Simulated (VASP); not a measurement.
Data:

```xyz
1
Lattice="0.0000 1.9337 1.9337 1.9337 0.0000 1.9337 1.9337 1.9337 0.0000" Properties=species:S:1:pos:R:3 pbc="T T T"
Rh     0.0000     0.0000     0.0000
```

These are PBE GGA with D3 dispersion (Becke-Johnson damping), VASP's PBE PAW potentials (set 64) (plane waves; VASP) values and carry that method's errors. Numerical set-up: 520 eV cut-off, 16×16×16 Γ-centred mesh, first-order Methfessel-Paxton smearing of 0.10 eV, potentials Rh_pv.

Problem. Give the stress tensor in GPa (positive for a compressed cell).

Solution. 
```
-14.04    0.00    0.00
  0.00  -14.04    0.00
  0.00    0.00  -14.04
```
The pressure is its mean diagonal, -14.04 GPa.

The compound is Rh in the fcc structure. This cell is one point of a volume scan, at 1.06 of the reference volume.
